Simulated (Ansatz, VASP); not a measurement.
# Se: VASP beside Ansatz

Wanted: the spread between two codes on one cell, functional and k mesh. The cell is taken from a series of runs on this material, whose earlier steps may have relaxed or scaled it; both programs get it as it stands.

Main program and level: Ansatz 0.2.0; plane waves, with VASP 6.6.1 beside it; single point at PBE, spin-orbit coupling and single point at PBE.

### 1. Starting point

The structure is trigonal, space group P3_121 (No. 152). The conventional cell has a = 4.366 Å, b = 4.366 Å, c = 4.954 Å, α = 90.00°, β = 90.00°, γ = 120.00°. Se has 2 Se at 2.41 Å nearest.

### 2. Ansatz: single point, PBE, spin-orbit coupling

Ansatz runs on its fully relativistic PAW (standard-fr) files.

A single point gives forces, pressure and levels at one fixed geometry, so differences don't come from the geometry; what else differs is listed under the comparison.

File input.yaml:

```yaml
crystal:
  lattice:
    - [4.366199949, 0.0, 0.0]
    - [-2.183099974, 3.781240074, 0.0]
    - [0.0, 0.0, 4.9536]
  atoms:
    - { symbol: Se, position: [0.2320588278, 0.0, 0.333333333] }
    - { symbol: Se, position: [0.0, 0.2320588278, 0.666666667] }
    - { symbol: Se, position: [0.7679411722, 0.7679411722, 0.0] }
hamiltonian:
  xc: pbe
  pseudopotentials: { kind: paw_fr }
magnetization:
  noncollinear: true
  spin_orbit: true
kpoints:
  mp_grid: { grid: [8, 8, 6] }
scf:
  occupations: { method: gaussian, width: 0.02 }
  n_extra_bands: 8
output:
  forces: true
  stress: true
  eigenvalues: true
```

On the command line:

```console
$ ansatz run input.yaml --threads 2 --pin off --max-ram 4608MiB --backend cpu --events-out ev --progress --plain --runs-dir out
```

Numbers of over 12 decimals in the logs are rounded to 6 here.

Output:

```text
scf.n_extra_bands = 8 over 48 filled bands (N_el = 48.0): the run solves 56 bands
Engine: ansatz 0.2.0, aarch64-unknown-linux-gnu
Pseudopotentials: kind: paw_fr
Pseudopotential: Se, paw_fr, valence charge 16, recommended cutoff 420 eV (normal), Se.paw.azcp#standard-fr
Functional definition: PBE
  parameter kappa = 0.804
  parameter beta = 0.066725
  exchange = pbe_x(kappa = kappa, mu = beta*pi^2/3)
  correlation = pbe_c(beta = beta)
non-collinear run that drives no moment, with spin-orbit: no starting moment large enough to seed its density (crystal.atoms[].spin), no starting occupations that ask for one, no magnetisation constraint and no magnetic field, so the semilocal B_xc is pinned to zero
Crystal: 3 atoms, lattice volume = 81.782 Å³
Basis set: ecut = 420 eV, 1583 PW (Γ), exchange–correlation on 60×60×72 points (8 copies of the dense FFT grid, shifted against one another)
Bands: 56, of which v1, the nominal top of the filled ones, is band 48 counted from 1 (47 counted from 0)
Symmetry: 6 space group operations + 6 with time reversal
Magnetic group: BNS 152.34 (UNI 1264), of the structure as read, at distance tolerance 4.3e-5 Å
k-points: 50 of 384 (time reversal used)
Projection manifold: j_resolved (fully-relativistic pseudo-atomic orbitals)
Non-local potential: Se, projectors of the file, l = 0: 2, l = 1: 4, l = 2: 6, l = 3: 2
PAW form: soft (Blöchl's): semilocal exchange-correlation on the pseudo side does not see the compensation charge
PAW one-centre angular grid: Se, 590 points (default); XC on 96 Gauss nodes
Initial density: superposition of atomic densities (chi_scale 0.1, normalization cell)
Initial wavefunctions: pseudopotential atomic-orbital guess
Functional: x = pbe(κ = 0.804, μ = 0.219515), c = pbe(β = 0.066725)
SCF iter   1: F=—  HF=-16407.780132 eV  |F-HF|=—  |Δ(HF+E_count)|=         —  Δρ=2.71e-2  dr2=3.76e-1  dr2_m=0.00e0 (ungated)  ethr=3.10e-3  |M|=0.00e0 ∫|m|=0.00e0 μB  |m|>n=0.0e0 m-floor=0.0e0 τ_xc=0.0e0  β_m=0.30  ⟨swp⟩=10.0  Hψ=12866  notcnv=0
preconditioner: auto → Resta (q_TF=auto, 2.496 Å⁻¹)  ε∞=4.3  [insulator: Δε(μ)=1.054 eV  Ē_g=9.530 eV  σ=0.020 eV  W_gap=1.00  n_scr=20 (ndim 8)  ℏωp=17.4 eV  f_vac=0.059  D(μ)=0.00/eV (n_scr^D=0)  ε∞_Penn≈4.3]
spin=Noncollinear: Resta preconditioning applied to the charge; magnetization (m_x, m_y, m_z) channels mix plain (no charge-response kernel on spin).
SCF iter   2: F=—  HF=-16407.745117 eV  |F-HF|=—  |Δ(HF+E_count)|=   3.50e-2  Δρ=1.98e-2  dr2=2.03e-1  dr2_m=0.00e0 (ungated)  ethr=7.83e-4  |M|=0.00e0 ∫|m|=0.00e0 μB  |m|>n=0.0e0 m-floor=0.0e0 τ_xc=0.0e0  β_m=0.65  ⟨swp⟩=2.0  Hψ=3412  notcnv=0  defer=16
SCF iter   3: F=—  HF=-16407.715119 eV  |F-HF|=—  |Δ(HF+E_count)|=   3.00e-2  Δρ=1.71e-3  dr2=2.25e-3  dr2_m=0.00e0 (ungated)  ethr=4.23e-4  |M|=0.00e0 ∫|m|=0.00e0 μB  |m|>n=0.0e0 m-floor=0.0e0 τ_xc=0.0e0  β_m=0.71  ⟨swp⟩=2.1  Hψ=3382  notcnv=0  defer=33
SCF iter   4: F=—  HF=-16407.716412 eV  |F-HF|=—  |Δ(HF+E_count)|=   1.29e-3  Δρ=6.98e-4  dr2=3.22e-4  dr2_m=0.00e0 (ungated)  ethr=4.69e-6  |M|=0.00e0 ∫|m|=0.00e0 μB  |m|>n=0.0e0 m-floor=0.0e0 τ_xc=0.0e0  β_m=0.75  ⟨swp⟩=2.0  Hψ=5396  notcnv=0  defer=102
SCF iter   5: F=—  HF=-16407.716749 eV  |F-HF|=—  |Δ(HF+E_count)|=   3.37e-4  Δρ=2.39e-4  dr2=5.41e-5  dr2_m=0.00e0 (ungated)  ethr=6.71e-7  |M|=0.00e0 ∫|m|=0.00e0 μB  |m|>n=0.0e0 m-floor=0.0e0 τ_xc=0.0e0  β_m=0.84  ⟨swp⟩=2.0  Hψ=5098  notcnv=0  defer=102
SCF iter   6: F=—  HF=-16407.716839 eV  |F-HF|=—  |Δ(HF+E_count)|=   8.94e-5  Δρ=6.59e-5  dr2=4.14e-6  dr2_m=0.00e0 (ungated)  ethr=1.13e-7  |M|=0.00e0 ∫|m|=0.00e0 μB  |m|>n=0.0e0 m-floor=0.0e0 τ_xc=0.0e0  β_m=0.92  ⟨swp⟩=2.0  Hψ=3598  notcnv=0  defer=102
SCF iter   7: F=-16407.716849 eV  HF=-16407.716848 eV  |F-HF|=2.70e-7  |Δ(HF+E_count)|=   9.58e-6  Δρ=1.14e-5  dr2=9.90e-8  dr2_m=0.00e0 (ungated)  ethr=2.08e-10  |M|=0.00e0 ∫|m|=0.00e0 μB  |m|>n=0.0e0 m-floor=0.0e0 τ_xc=0.0e0  ⟨swp⟩=8.2  Hψ=12651  notcnv=0
SCF 1 converged in 7 iterations: F = -16407.716849 eV  dr2 = 9.90e-8
  greatest PAW one-centre occupation: 0.999 electrons in one spin orbital (limit 2), on the Se atom at site 1 (counted from 0), in its partial waves of l = 2
SCF converged after 7 iterations
Magnetization: |M| = 0.0000 μB,  M = (+0.0000, +0.0000, +0.0000) μB
Absolute magnetization: 0.0000 μB (∫|m|)
  site 0: m = (+0.0000, +0.0000, +0.0000) μB, |m| = 0.0000 μB  (R = 0.99 Å)
  site 1: m = (+0.0000, +0.0000, +0.0000) μB, |m| = 0.0000 μB  (R = 0.99 Å)
  site 2: m = (+0.0000, +0.0000, +0.0000) μB, |m| = 0.0000 μB  (R = 0.99 Å)
Free energy (F): -16407.716849 eV
Harris-Foulkes:  -16407.716848 eV  (|F-HF|=2.70e-7)
Internal energy: -16407.716849 eV  (E = F + TS)
E sigma→0 (E₀):  -16407.716849 eV
Fermi energy:    7.398239 eV
--- Per-component energies (eV) ---
  E_band       = -1225.064661
  E_kinetic    = 351.241386
  E_local      = -7679.178568  (includes V_loc(G=0)·N_el)
  E_nonlocal   = -1782.458161
  E_hartree    = 3762.639307
  E_xc         = -310.649029
  E_vxc        = -291.773870  (∫ρ·V_xc dr)
  E_paw        = -5737.285640  (= ΣΔE_a)
  E_vpaw       = 651.835074  (= ΣTr[D̂ρ^β])
  E_aug_tail   = -0.001792  (compensation charges beyond the density's cutoff)
  E_ewald      = -5012.024351
  E_smearing   = -0.000000  (= −TS)
  E_closure    = -0.000000  (closes the sum)
  Σ components = -16407.716849   (vs F -16407.716849, Δ=0.00e0)
--- Forces (eV/Å), atoms counted from 1 ---
  atom   1  Se    -0.02014013     0.00000000    -0.00000000
  atom   2  Se     0.01007006    -0.01744186    -0.00000000
  atom   3  Se     0.01007006     0.01744186     0.00000000
  max |Σ_I F_I| component: 4.51e-17 eV/Å
--- Stress (GPa, compression-positive) ---
        0.702803      -0.000000      -0.000000
       -0.000000       0.702803       0.000000
       -0.000000       0.000000       2.175359
  P = ⅓ Tr σ = 1.1937 GPa (11.937 kbar)
--- Band table (eV; the first three rows and the last of 50) ---
  k-point 0: bands = [... 44 lower, 4.9158, 4.9158, 6.4282, 6.4282, 8.5409, 8.5409, 8.7093, 8.7093, ... 4 higher]
  k-point 1: bands = [... 44 lower, 5.1526, 5.2132, 6.2428, 6.2460, 8.3056, 8.3899, 8.4574, 8.5310, ... 4 higher]
  k-point 2: bands = [... 44 lower, 5.5554, 5.6094, 5.7891, 5.8019, 7.9449, 8.0611, 8.1187, 8.1620, ... 4 higher]
  k-point 49: bands = [... 44 lower, 6.2641, 6.2682, 6.8279, 6.8314, 8.0642, 8.0773, 9.3417, 9.3582, ... 4 higher]
```

Reading the cycles: dr2 is the Hartree energy of the density residual (eV), the measure of convergence; HF is the Harris–Foulkes estimate of the energy, which meets the free energy F at convergence.

The run ends at a pressure of 1.19 GPa, with forces up to 0.020 eV/Å.

### 3. VASP: single point, PBE, spin-orbit coupling

The same cell, functional, mesh and smearing now go to VASP, with its own data sets and cutoff.

Lines of VASP's logs that name or quote its potential files are left out, and so is its time.

File INCAR:

```
SYSTEM = Se
PREC = Accurate
ENCUT = 520
EDIFF = 1E-06
NELM = 100
ISMEAR = 0
SIGMA = 0.02
LREAL = .FALSE.
ALGO = Normal
GGA = PE
LNONCOLLINEAR = .TRUE.
MAGMOM = 0 0 0 0 0 0 0 0 0
NBANDS = 30
GGA_COMPAT = .FALSE.
LASPH = .TRUE.
LSORBIT = .TRUE.
LORBIT = 11
LWAVE = .FALSE.
LCHARG = .FALSE.
KPAR = 2
ISIF = 2
```

File POSCAR:

```
Se
1.0
    4.3661999490      0.0000000000      0.0000000000
   -2.1830999740      3.7812400740      0.0000000000
    0.0000000000      0.0000000000      4.9536000000
Se
3
Direct
    0.2320588278      0.0000000000      0.3333333330
    0.0000000000      0.2320588278      0.6666666670
    0.7679411722      0.7679411722      0.0000000000
```

File KPOINTS:

```
Automatic mesh
0
Gamma
8 8 6
0 0 0
```

PAW data sets: Se_GW (PBE family, release 64).

On the command line:

```console
$ mpirun -np 2 vasp_ncl
```

Output:

```text
[banner, memory and clock lines left out]
running    2 mpi-ranks, on    1 nodes
 distrk:  each k-point on    1 cores,    2 groups
 distr:  one band on    1 cores,    1 groups

 POSCAR found type information on POSCAR Se
 POSCAR found :  1 types and       3 ions
 LDA part: xc-table for (Slater+PW92), standard interpolation
 POSCAR, INCAR and KPOINTS ok, starting setup
 FFT: planning ... GRIDC
 FFT: planning ... GRID_SOFT
 FFT: planning ... GRID
 WAVECAR not read
 entering main loop
       N       E                     dE             d eps       ncg     rms          rms(c)
DAV:   1     0.884415655244E+02    0.88442E+02   -0.71436E+03  4440   0.100E+03
DAV:   2    -0.254389084188E+01   -0.90985E+02   -0.87154E+02  5778   0.170E+02
DAV:   3    -0.104552759945E+02   -0.79114E+01   -0.78400E+01  5630   0.534E+01
DAV:   4    -0.106519492524E+02   -0.19667E+00   -0.19657E+00  5720   0.878E+00
DAV:   5    -0.106544880270E+02   -0.25388E-02   -0.25387E-02  5350   0.991E-01    0.259E+00
DAV:   6    -0.105981653409E+02    0.56323E-01   -0.34355E-02  5276   0.125E+00    0.152E+00
DAV:   7    -0.105779254735E+02    0.20240E-01   -0.61427E-02  5052   0.162E+00    0.187E-01
DAV:   8    -0.105781019588E+02   -0.17649E-03   -0.63036E-03  5118   0.488E-01    0.140E-01
DAV:   9    -0.105782576263E+02   -0.15567E-03   -0.43026E-04  5372   0.128E-01    0.335E-02
DAV:  10    -0.105783198802E+02   -0.62254E-04   -0.14770E-04  5182   0.807E-02    0.199E-02
DAV:  11    -0.105783205752E+02   -0.69502E-06   -0.28973E-05  5046   0.377E-02    0.234E-03
DAV:  12    -0.105783216538E+02   -0.10786E-05   -0.50521E-06  5470   0.137E-02    0.222E-03
DAV:  13    -0.105783214190E+02    0.23482E-06   -0.51809E-07  3324   0.499E-03
   1 F= -.10578321E+02 E0= -.10578321E+02  d E =-.309873E-15  mag=    -0.0000    -0.0000    -0.0000
```

OUTCAR, selected parts (step 3):

```text
ion  position               nearest neighbor table
   1  0.232  0.000  0.333-   3 2.41   2 2.41
   2  0.000  0.232  0.667-   3 2.41   1 2.41
   3  0.768  0.768  0.000-   2 2.41   1 2.41

  LATTYP: Found a hexagonal cell.
 ALAT       =     4.3661999490
 C/A-ratio  =     1.1345334748

 Subroutine GETGRP returns: Found  6 space group operations
 (whereof  2 operations were pure point group operations)

The static configuration has the point symmetry C_2 .
 The point group associated with its full space group is D_3 .

 Found     74 irreducible k-points:

   k-points           NKPTS =     74   k-points in BZ     NKDIM =     74   number of bands    NBANDS=     30

   dimension x,y,z NGX =    32 NGY =   32 NGZ =   40
   dimension x,y,z NGXF=    64 NGYF=   64 NGZF=   80

   ENCUT  =  520.0 eV  38.22 Ry    6.18 a.u.   8.12  8.12  9.21*2*pi/ulx,y,z

   NELECT =      18.0000    total number of electrons

 k-points in reciprocal lattice and weights: Automatic mesh
   0.00000000  0.00000000  0.00000000       0.003
   0.12500000  0.00000000  0.00000000       0.016
   0.25000000  0.00000000  0.00000000       0.016
   0.37500000 -0.00000000  0.00000000       0.016
   0.50000000  0.00000000  0.00000000       0.008
   0.12500000  0.12500000  0.00000000       0.008
  -0.12500000 -0.12500000  0.00000000       0.008
   0.25000000  0.12500000  0.00000000       0.016
  -0.25000000 -0.12500000  0.00000000       0.016
[...]
0.37500000  0.25000000  0.50000000       0.008
  -0.37500000 -0.25000000  0.50000000       0.008

 average (electrostatic) potential at core
       1 -56.1610       2 -56.1610       3 -56.1610

 E-fermi :   2.8064

 k-point     1 :       0.0000    0.0000    0.0000
  band No.  band energies     occupation
    ...
     14       0.6836      1.00000
     15       0.6985      1.00000
     16       0.6985      1.00000
     17       2.2141      1.00000
     18       2.2141      1.00000
     19       4.3240      0.00000
     20       4.3240      0.00000
     21       4.4914      0.00000
     22       4.4914      0.00000
     23       4.6744      0.00000
    ...

 k-point     2 :       0.1250    0.0000    0.0000
  band No.  band energies     occupation
    ...
     14       0.7555      1.00000
     15       0.9929      1.00000
     16       1.0123      1.00000
     17       2.1197      1.00000
     18       2.1309      1.00000
     19       4.2712      0.00000
     20       4.3070      0.00000
     21       4.4083      0.00000
     22       4.4472      0.00000
     23       4.7587      0.00000
    ...

 k-point     3 :       0.2500    0.0000    0.0000
  band No.  band energies     occupation
    ...
     14       0.7698      1.00000
     15       1.0529      1.00000
     16       1.1576      1.00000
     17       1.8506      1.00000
     18       1.8876      1.00000
     19       4.3889      0.00000
     20       4.4159      0.00000
     21       4.5005      0.00000
     22       4.5307      0.00000
     23       5.2452      0.00000
    ...

  Total        0.3772747      0.3772747      1.1487113      0.0000000      0.0000000      0.0000000
  in kB        7.3911057      7.3911057     22.5041519      0.0000000      0.0000000      0.0000000
  external PRESSURE =      12.4287878 kB  Pullay stress =       0.0000000 kB

  energy-cutoff  :      520.00
  volume of cell :       81.78
      direct lattice vectors                 reciprocal lattice vectors
     4.366199949  0.000000000  0.000000000     0.229032113  0.132231752  0.000000000
    -2.183099974  3.781240074  0.000000000     0.000000000  0.264463504  0.000000000
     0.000000000  0.000000000  4.953600000     0.000000000  0.000000000  0.201873385

 POSITION                                       TOTAL-FORCE (eV/Angst)
 -----------------------------------------------------------------------------------
      1.01322      0.00000      1.65120        -0.000978     -0.000000     -0.000000
     -0.50661      0.87747      3.30240         0.000489     -0.000847      0.000000
      1.67649      2.90377      0.00000         0.000489      0.000847     -0.000000
 -----------------------------------------------------------------------------------
    total drift:                                0.000000      0.000001      0.000000

  FREE ENERGIE OF THE ION-ELECTRON SYSTEM (eV)
  ---------------------------------------------------
  free  energy   TOTEN  =       -10.5783214190 eV

  energy  without entropy=      -10.5783214190  energy(sigma->0) =      -10.57832142

 Spin-Orbit-Coupling matrix elements
 Ion:    1  E_soc:     -0.0523896
 Ion:    2  E_soc:     -0.0523896
 Ion:    3  E_soc:     -0.0523896

 total charge
# of ion       s       p       d       tot
------------------------------------------
    1        1.514   2.134   0.053   3.701
    2        1.514   2.134   0.053   3.701
    3        1.514   2.134   0.053   3.701
--------------------------------------------------
tot          4.542   6.401   0.159  11.103

 magnetization (x)
# of ion       s       p       d       tot
------------------------------------------
    1       -0.000   0.000  -0.000   0.000
    2        0.000  -0.000   0.000  -0.000
    3        0.000  -0.000   0.000  -0.000
--------------------------------------------------
tot         -0.000  -0.000   0.000  -0.000

 magnetization (y)
# of ion       s       p       d       tot
------------------------------------------
    1       -0.000   0.000   0.000   0.000
    2       -0.000   0.000  -0.000   0.000
    3        0.000  -0.000   0.000  -0.000
--------------------------------------------------
tot         -0.000   0.000  -0.000   0.000

 magnetization (z)
# of ion       s       p       d       tot
------------------------------------------
    1        0.000   0.000   0.000   0.000
    2        0.000   0.000   0.000   0.000
    3        0.000   0.000  -0.000  -0.000
--------------------------------------------------
tot          0.000   0.000  -0.000   0.000

[... 3 further parts left out ...]
```

The run ends at a pressure of 1.24 GPa, with forces up to 9.8e-4 eV/Å.

### 4. Side by side

Known differences besides the PAW data sets themselves: spin-orbit coupling enters by fully relativistic files in Ansatz and inside the spheres in VASP; the data sets hold 48 valence electrons in Ansatz (fully relativistic PAW (standard-fr) files) and 18 in VASP; the cutoff is 420 eV in Ansatz and 520 eV in VASP. Total energies have different zeros and are not compared.

Both answers:

| quantity | Ansatz | VASP | difference |
| --- | --- | --- | --- |
| pressure (GPa) | 1.19 | 1.24 | -0.05 |
| gap on the k mesh (eV) | 0.965 | 0.964 | +0.001 |

At this near-relaxed geometry the largest component of a force difference is 19 meV/Å.

### 5. Summary of results

```
difference in gap on the k mesh (single point, PBE, spin-orbit coupling) : 0.0014 eV
r.m.s. force difference (single point, PBE, spin-orbit coupling)         : 11 meV/Å
```

In words: The r.m.s. force difference is 11 meV/Å (single point, PBE, spin-orbit coupling), within the 12 meV/Å picked in this series as the mark of a large difference. 1 further run on this material is not shown. Differences of this kind measure data sets and numerical settings, not the functional's error against experiment.

[Lines on the potential files, build, host, timing and source positions are cut from VASP's logs without a mark.]

[Logs are printed without paths, hosts, clocks, repeated set-up lines and the standing remarks that a program may print on its own settings, such as how far it seeks lower states.]

[Hosts, paths, dates, database ids (printed as entryN), source tags and the programs' standing remarks are cut or masked in the printed files.]
